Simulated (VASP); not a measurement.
Method: PW91 GGA, VASP's PBE PAW potentials (set 64) (plane waves; VASP).

The input files of a VASP run:

### INCAR
```
ALGO = Normal
EDIFF = 1E-7
ENCUT = 520
GGA = 91
ICHARG = 11
ISMEAR = 0
LASPH = .TRUE.
LCHARG = .FALSE.
LMAXMIX = 4
LORBIT = 11
LREAL = .FALSE.
LWAVE = .FALSE.
NELM = 100
PREC = Accurate
SIGMA = 0.05
SYSTEM = KBr
```

File KPOINTS:
```
k-points along high-symmetry lines
15
Line-mode
Reciprocal
  0.000000   0.000000   0.000000 ! GAMMA
  0.500000   0.000000   0.500000 ! X

  0.500000   0.000000   0.500000 ! X
  0.625000   0.250000   0.625000 ! U

  0.375000   0.375000   0.750000 ! K
  0.000000   0.000000   0.000000 ! GAMMA

  0.000000   0.000000   0.000000 ! GAMMA
  0.500000   0.500000   0.500000 ! L

  0.500000   0.500000   0.500000 ! L
  0.500000   0.250000   0.750000 ! W

  0.500000   0.250000   0.750000 ! W
  0.500000   0.000000   0.500000 ! X
```

**POSCAR**
```
KBr
1
    0.0000000000     3.3526292503     3.3526292503
    3.3526292503     0.0000000000     3.3526292503
    3.3526292503     3.3526292503     0.0000000000
K Br
1 1
Direct
  0.0000000000   0.0000000000   0.0000000000
  0.5000000000   0.5000000000   0.5000000000
```

POTCAR, in this order: K_sv Br (PBE.64 set). Program: vasp_std. Read from the step before: CHGCAR.

The run wrote:

OUTCAR:
```
 ion  position               nearest neighbor table
   1  0.000  0.000  0.000-
   2  0.500  0.500  0.500-
  LATTYP: Found a face centered cubic cell.
 ALAT       =     6.7052585006
 Subroutine PRICEL returns:
 Original cell was already a primitive cell.
 Subroutine GETGRP returns: Found 48 space group operations
The static configuration has the point symmetry O_h .
The dynamic configuration has the point symmetry O_h .
 Subroutine INISYM returns: Found 48 space group operations
   k-points           NKPTS =     90   k-points in BZ     NKDIM =     90   number of bands    NBANDS=     12
   number of dos      NEDOS =    301   number of ions     NIONS =      2
   total plane-waves  NPLWV =  46656
   dimension x,y,z NGX =    36 NGY =   36 NGZ =   36
   dimension x,y,z NGXF=    72 NGYF=   72 NGZF=   72
   ions per type =               1   1
   PREC   = accura    normal or accurate (medium, high low for compatibility)
   ISTART =      0    job   : 0-new  1-cont  2-samecut
   ICHARG =     11    charge: 1-file 2-atom 10-const
   ISPIN  =      1    spin polarized calculation?
   LNONCOLLINEAR =      F non collinear calculations
   LSORBIT =      F    spin-orbit coupling
   INIWAV =      1    electr: 0-lowe 1-rand  2-diag
   ENCUT  =  520.0 eV  38.22 Ry    6.18 a.u.   8.82  8.82  8.82*2*pi/ulx,y,z
   NELM   =    100;   NELMIN=  2; NELMDL= -5     # of ELM steps
   EDIFF  = 0.1E-06   stopping-criterion for ELM
   LREAL  =      F    real-space projection
   NLSPLINE    = F    spline interpolate recip. space projectors
   LMAXMIX     =    4 max onsite mixed and CHGCAR
   VOSKOWN=      0    Vosko Wilk Nusair interpolation
   EDIFFG = 0.1E-05   stopping-criterion for IOM
   NSW    =      0    number of steps for IOM
   NBLOCK =      1;   KBLOCK =      1    inner block; outer block
   IBRION =     -1    ionic relax: 0-MD 1-quasi-New 2-CG
   NFREE  =      0    steps in history (QN), initial steepest desc. (CG)
   ISIF   =      2    stress and relaxation
   ISYM   =      2    0-nonsym 1-usesym 2-fastsym
   TEIN   =    0.0    initial temperature
   TEBEG  =    0.0;   TEEND  =   0.0 temperature during run
...
```

### OSZICAR
```
       N       E                     dE             d eps       ncg     rms          rms(c)
DAV:   1     0.101955687367E+03    0.10196E+03   -0.70085E+03  2160   0.116E+03
DAV:   2     0.114961858041E+01   -0.10081E+03   -0.93854E+02  2560   0.265E+02
DAV:   3    -0.562586461524E+01   -0.67755E+01   -0.67346E+01  2772   0.634E+01
DAV:   4    -0.593537758736E+01   -0.30951E+00   -0.30914E+00  3912   0.116E+01
DAV:   5    -0.593733461377E+01   -0.19570E-02   -0.19570E-02  2780   0.903E-01
DAV:   6    -0.593737701468E+01   -0.42401E-04   -0.42400E-04  3092   0.966E-02
DAV:   7    -0.593737763632E+01   -0.62164E-06   -0.62166E-06  3136   0.135E-02
DAV:   8    -0.593737764377E+01   -0.74483E-08   -0.74346E-08  2356   0.156E-03
   1 F= -.59373776E+01 E0= -.59373776E+01  d E =-.135442E-21
```

OUTCAR:
```
 val. band max:       -1.9725155335   @ k =   0.0000   0.0000   0.0000

 cond. band min:       2.3641800047   @ k =   0.0000   0.0000   0.0000



 k-point     1 :       0.0000    0.0000    0.0000
  band No.  band energies     occupation
      1     -29.8086      2.00000
      2     -14.1834      2.00000
      3     -13.3394      2.00000
      4     -13.3394      2.00000
      5     -13.3394      2.00000
      6      -1.9725      2.00000
      7      -1.9725      2.00000
      8      -1.9725      2.00000
      9       2.3642      0.00000
     10       5.6229      0.00000
     11       5.6229      0.00000
     12       5.6229      0.00000

 k-point     2 :       0.0357    0.0000    0.0357
  band No.  band energies     occupation
      1     -29.8085      2.00000
      2     -14.1870      2.00000
      3     -13.3398      2.00000
      4     -13.3398      2.00000
      5     -13.3342      2.00000
      6      -1.9991      2.00000
      7      -1.9768      2.00000
      8      -1.9768      2.00000
      9       2.4075      0.00000
     10       5.5862      0.00000
     11       5.6537      0.00000
     12       5.6537      0.00000

 k-point     3 :       0.0714    0.0000    0.0714
  band No.  band energies     occupation
      1     -29.8083      2.00000
      2     -14.1968      2.00000
      3     -13.3408      2.00000
      4     -13.3408      2.00000
      5     -13.3200      2.00000
      6      -2.0732      2.00000
      7      -1.9892      2.00000
      8      -1.9892      2.00000
      9       2.5311      0.00000
     10       5.4834      0.00000
     11       5.7453      0.00000
     12       5.7453      0.00000

 k-point     4 :       0.1071    0.0000    0.1071
  band No.  band energies     occupation
      1     -29.8079      2.00000
      2     -14.2101      2.00000
      3     -13.3425      2.00000
      4     -13.3425      2.00000
      5     -13.3003      2.00000
      6      -2.1801      2.00000
      7      -2.0088      2.00000
...
```

The density is held fixed in this step, so its total energy and stress have no physical meaning.

The compound is KBr in the rock salt structure. It was relaxed first.
